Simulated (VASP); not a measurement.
Crystal: AlNi.

```
CELL_PARAMETERS angstrom
2.85971 0.00000 0.00000
0.00000 2.85971 0.00000
0.00000 0.00000 2.85971
ATOMIC_POSITIONS crystal
Al 0.50000 0.50000 0.50000
Ni 0.00000 0.00000 0.00000
```

The cell comes from a database or a generator and needn't be the stable form of this composition.

| Property | Result |
| --- | --- |
| Program | VASP 6.6.1 |
| Task | relaxation of cell and atoms |
| Functional | PBE |
| Potentials or basis | VASP PAW PBE potentials, release 64 (Al, Ni) |
| Cutoff | 600 eV |
| k mesh | 15 × 15 × 15 |
| Occupations | methfessel-paxton, width 0.1 eV |
| Spin | no spin polarisation |

At the start: pressure 5.9 GPa; volume 11.69 Å³/atom.

**Question.** Where does the relaxation end?

**Answer.** Over 3 steps the energy falls by 7.4 meV/atom and the volume is 12.11 Å³/atom (+3.5 %); space group Pm-3m (No. 221, to 0.05 Å).

Step by step:
```csv
step,energy change (eV),largest force (eV/Å),pressure (GPa),volume (Å³)
1,0.0000,0.0000,5.92,23.39
2,-0.0061,0.0000,-4.10,24.88
3,-0.0148,0.0000,0.03,24.21
```

Final structure:
```xyz
2
Lattice="2.8930 0.0000 0.0000 0.0000 2.8930 0.0000 0.0000 0.0000 2.8930" Properties=species:S:1:pos:R:3 pbc="T T T"
Al    1.4465    1.4465    1.4465
Ni    0.0000    0.0000    0.0000
```
